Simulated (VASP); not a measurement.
```xyz
3
Lattice="-1.5996 1.6183 3.9922 1.5996 -1.6183 3.9922 1.5996 1.6183 -3.9922" Properties=species:S:1:pos:R:3 pbc="T T T"
Si     0.0000     0.0000     5.3097
Si     0.0000     0.0000     2.6748
W      0.0974     0.0000     0.0000
```

All values below come from PBE GGA + U (Dudarev), VASP's PBE PAW potentials (set 64) (plane waves; VASP). Numerical set-up: 400 eV cut-off, 12×12×12 Γ-centred mesh, first-order Methfessel-Paxton smearing of 0.10 eV, potentials Si W_sv, U − J: W 4.00 eV.

Unless said otherwise, spin-orbit coupling is left out, though it shifts the bands of the heavy elements here.

### Question
What does the run give for the energy per atom (σ→0), pressure, largest force, band gap (on the k-mesh) with the smallest direct gap where there is one?

### Answer

The band gap (on the k-mesh) is none (metal, semimetal or under 0.01 eV) and the energy per atom (σ→0) is -6.745 eV/atom. The pressure comes out as 25.3 kbar and the largest force is 1.036 eV/Å.

Only differences to runs with the same potentials and settings are physical.

The compound is WSi2 in the MoSi2 type structure. The cell was not relaxed at this level. The run is one of a series of settings (LDAU = .TRUE., LDAUJ = 0 0, LDAUL = -1 2, LDAUTYPE = 2, LDAUU = 0 4.0 against the base run), some of them coarse on purpose.
